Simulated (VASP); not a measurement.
Data:

```xyz
2
Lattice="-3.0439 3.0439 1.7180 3.0439 -3.0439 1.7180 3.0439 3.0439 -1.7180" Properties=species:S:1:pos:R:3 pbc="T T T"
Pm     0.0000     3.0439     0.8590
Pm    -3.0439     3.1439     1.7180
```

Level of theory: PBEsol GGA, VASP's PBE PAW potentials (set 64) (plane waves; VASP). Settings: 480 eV cut-off, 12×12×12 Γ-centred mesh, first-order Methfessel-Paxton smearing of 0.10 eV, potentials Pm_3.

The 4f electrons are frozen in the core of the lanthanide potential, so 4f levels, which can set the real gap, and their magnetism are missing.

### Question
Which forces act on the atoms, in eV/Å?

### Answer

```tsv
atom	Fx	Fy	Fz
Pm1	0.000	0.269	0.019
Pm2	0.000	-0.269	-0.019
```

### Question
Give the stress tensor in GPa (positive for a compressed cell).

### Answer

```
-0.01   0.00   0.00
 0.00   0.07   1.11
 0.00   1.11   0.04
```
The pressure is its mean diagonal, 0.03 GPa.

The structure was generated: Pm was put into the beta-Sn type (I4_1/amd), which need not be its known phase. This cell was strained or had an atom moved on purpose.
